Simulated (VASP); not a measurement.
**Nb2SnSe: relaxation of cell and atoms with PBE**

Nb2SnSe:

```xyz
4
Lattice="-2.7211 2.7211 3.3189 2.7211 -2.7211 3.3189 2.7211 2.7211 -3.3189" Properties=species:S:1:pos:R:3 pbc="T T T"
Nb    0.0000    2.7211    0.0000
Nb    2.7211    0.0000    0.0000
Sn    0.0000    0.0000    3.3189
Se    0.0000    0.0000    0.0000
```

The cell was built by a generator and needn't be a form met in nature.

| Item | Value |
| --- | --- |
| Program | VASP 6.6.1 |
| Task | relaxation of cell and atoms |
| Functional | PBE |
| Potentials or basis | VASP PAW PBE potentials, release 64 (Nb_sv, Sn_d, Se) |
| Cutoff | 520 eV |
| k mesh | 4 × 4 × 4 |
| Occupations | gaussian, width 0.15 eV |
| Spin | no spin polarisation |
| Further INCAR settings | PREC = Normal; ALGO = Fast; EDIFF = 0.0001; IBRION = 2; EDIFFG = -0.08; NSW = 24; ISIF = 3 |

| Quantity | Value |
| --- | --- |
| Relaxed volume | 21.62 Å³/atom |
| Relaxed cell | a = 4.826 Å, b = 4.826 Å, c = 4.826 Å, α = 110.40°, β = 110.40°, γ = 107.63° |
| Space group after relaxing (to 0.05 Å) | I4/mmm (No. 139) |
| Energy gained by relaxing | 156.8 meV/atom |
| Ionic steps | 8 |
| Pressure after relaxing | -0.1 GPa |
| Band gap on the k mesh | none (metal or under the smearing width) |

Stress tensor (GPa, compression positive):
```
 0.10  0.00  0.00
 0.00  0.10  0.00
 0.00  0.00 -0.46
```

The path:
| step | energy change (eV) | largest force (eV/Å) | pressure (GPa) | volume (Å³) |
| --- | --- | --- | --- | --- |
| 1 | 0.0000 | 0.0000 | -6.06 | 98.30 |
| 2 | -0.2221 | 0.0000 | 5.09 | 85.63 |
| 3 | -0.2467 | 0.0000 | 2.19 | 88.15 |
| 4 | -0.4820 | 0.0000 | 4.20 | 84.15 |
| 5 | -0.5123 | 0.0000 | 5.53 | 82.50 |
| 6 | -0.5532 | 0.0000 | -1.83 | 88.23 |
| 7 | -0.6233 | 0.0000 | 0.76 | 85.63 |
| 8 | -0.6271 | 0.0000 | -0.09 | 86.47 |

Final structure:
```xyz
4
Lattice="-2.7544 2.7544 2.8494 2.7544 -2.7544 2.8494 2.7544 2.7544 -2.8494" Properties=species:S:1:pos:R:3 pbc="T T T"
Nb    0.0000    2.7544    0.0000
Nb    2.7544    0.0000    0.0000
Sn    0.0000    0.0000    2.8494
Se   -2.7544    2.7544    2.8494
```

Levels at points of the mesh, in eV from the Fermi level:
| k point | band 21 | band 22 | band 23 | band 24 | band 25 | band 26 |
| --- | --- | --- | --- | --- | --- | --- |
| (0.00, 0.00, 0.00) | -2.47 | -2.39 | -0.39 | 0.09 | 0.09 | 1.48 |
| (0.50, 0.00, 0.00) | -1.38 | -0.01 | 0.01 | 0.09 | 0.12 | 0.66 |
| (0.50, 0.50, 0.00) | -2.17 | -0.97 | -0.24 | 0.62 | 1.26 | 1.34 |
| (0.50, 0.50, 0.50) | -1.18 | -1.05 | 0.24 | 0.76 | 0.76 | 1.07 |

It took 2.9 min on 1 thread of AMD EPYC 9R45 96-Core Processor (Zen 5) (shared host), peak memory 0.16 GiB.

Caveat: the k mesh is coarse (spacing up to 0.41 Å⁻¹), so the values aren't converged; the relaxation stopped at a loose force limit of 0.08 eV/Å, so its end isn't a converged minimum.
